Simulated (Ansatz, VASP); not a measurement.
This is a calculation of CsSi2 for Ansatz 0.2.0. The cell comes from a database or a generator and needn't be the stable form of this composition.

File input.yaml:

```yaml
crystal:
  lattice:
    - [6.37157, 0.0, 0.0]
    - [-3.18578, 5.51794, 0.0]
    - [0.0, 0.0, 4.47866]
  atoms:
    - { symbol: Cs, position: [0.0, 0.0, 0.0] }
    - { symbol: Si, position: [0.66667, 0.33333, 0.25039] }
    - { symbol: Si, position: [0.66667, 0.33333, 0.74961] }
hamiltonian:
  xc: pbe
  pseudopotentials: { kind: paw }
kpoints:
  mp_grid: { grid: [5, 5, 6] }
scf:
  occupations: { method: fermi_dirac, width: 0.05 }
output:
  forces: true
  stress: true
  eigenvalues: true
relax:
  f_tol: 0.01
  max_steps: 40
  cell: { stress_tol: 0.05 }
```

Potentials or basis: Ansatz PAW.

Run with:

```console
$ ansatz run input.yaml --threads 2 --pin off --max-ram 5632MiB --backend cpu --events-out ev --progress --plain --runs-dir out
```

Task: Translate it to VASP 6.6.1. Potentials or basis there: PBE PAW files Cs_sv, Si, 600 eV.

Result: As run (cutoffs and basis follow the program's own potentials, and thresholds, step limits or extra output files can differ):

INCAR

```
SYSTEM = CsSi2
PREC     = Accurate       ! precision mode
ENCUT    = 600            ! plane-wave cutoff, eV
EDIFF    = 1E-6           ! SCF threshold, eV
ISMEAR   = -1             ! smearing method
SIGMA    = 0.05           ! smearing width, eV
LREAL    = .FALSE.        ! projectors in reciprocal space
LASPH    = .TRUE.         ! aspherical terms in the spheres
NELM     = 100            ! most SCF steps
ALGO     = Fast           ! electronic algorithm
ISIF     = 3              ! what is computed and relaxed
LWAVE    = .FALSE.        ! write WAVECAR
LCHARG   = .FALSE.        ! write CHGCAR
GGA      = PE             ! functional
IBRION   = 2              ! ionic algorithm
NSW      = 40             ! ionic steps
EDIFFG   = -0.005         ! ionic threshold
```

Contents of KPOINTS:

```
regular mesh
0
G
  5 5 6
  0 0 0
```

The input POSCAR:

```
CsSi2
1.0
    6.3715700000      0.0000000000      0.0000000000
   -3.1857800000      5.5179400000      0.0000000000
    0.0000000000      0.0000000000      4.4786600000
Cs Si
1 2
Direct
    0.0000000000      0.0000000000      0.0000000000
    0.6666700000      0.3333300000      0.2503900000
    0.6666700000      0.3333300000      0.7496100000
```

Potentials or basis: VASP PAW PBE potentials, release 64 (Cs_sv, Si).

Command:

```bash
$ cat potpaw_PBE.64/Cs_sv/POTCAR potpaw_PBE.64/Si/POTCAR > POTCAR
$ mpirun -np 1 vasp_std > vasp.out
```

Both were run:

|  | Ansatz | VASP |
| --- | --- | --- |
| Relaxed volume | 51.30 Å³/atom | 51.35 Å³/atom |
| Relaxed cell | a = 6.383 Å, b = 6.383 Å, c = 4.362 Å, α = 90.00°, β = 90.00°, γ = 120.00° | a = 6.387 Å, b = 6.387 Å, c = 4.361 Å, α = 90.00°, β = 90.00°, γ = 120.00° |
| Space group after relaxing | P-6m2 (No. 187) | P-6m2 (No. 187) |
| Pressure after relaxing | 0.0 GPa | 0.0 GPa |

Ansatz's pressure holds a Pulay term of +0.01 GPa for its cutoff of 420 eV, which the other run lacks.

Where Ansatz's input types no cutoff or centring, it takes its own default and a Γ-centred mesh.

Pressure is positive in compression.
